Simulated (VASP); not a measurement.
VASP runs on Zr (hcp) share one base input (PBE GGA, plane waves, VASP's PBE PAW potentials (set 64)) and change the settings named in each case.

POSCAR:
```
Zr
1
    1.6473000000    -2.8532070000     0.0000000000
    1.6473000000     2.8532070000     0.0000000000
    0.0000000000     0.0000000000     5.2530000000
Zr
2
Direct
  0.3333330000   0.6666670000   0.2500000000
  0.6666670000   0.3333330000   0.7500000000
```

KPOINTS:
```
Automatic mesh
0
gamma
 12 12 6
```

INCAR:
```
ALGO = Normal
EDIFF = 1E-6
ENCUT = 400
GGA = PE
ISIF = 2
ISMEAR = 1
LASPH = .True.
LCHARG = .False.
LMAXMIX = 4
LREAL = .False.
LWAVE = .False.
NELM = 100
PREC = Accurate
SIGMA = 0.1
SYSTEM = Zr
```

POTCAR, in this order: Zr_sv (PBE.64 set). Program: vasp_std.

| change | E(σ→0) (eV/atom) | −TS (eV) |
|---|---|---|
| base run | -8.5009 | 0.0023 |
| ISMEAR = 0, SIGMA = 0.05 | -8.5009 | -0.0019 |
| ISMEAR = 0, SIGMA = 0.01 | -8.5008 | -0.0002 |
| SIGMA = 0.01 | -8.5008 | -0.0001 |
| ISMEAR = 2, SIGMA = 0.3 | -8.4995 | -0.0001 |
| SIGMA = 0.5 | -8.5002 | 0.0475 |
| SIGMA = 0.3 | -8.5000 | 0.0081 |
| ISMEAR = -5, SIGMA removed | -8.5001 | 0.0000 |
| ISMEAR = -4, SIGMA removed | (withheld) | 0.0000 |

**Question.** Complete the blanks.

**Answer.** 
- ISMEAR = -4, SIGMA removed, E(σ→0) (eV/atom): -8.4888

Left out are runs that ran out of time, are held back, or changed the cell or the kind of run, fixed moments of cells without a moment, rows past the twelfth, gaps on odd meshes, pressures of charged cells and columns that move by less than the noise.

The compound is Zr in the hcp structure. The cell was not relaxed at this level.
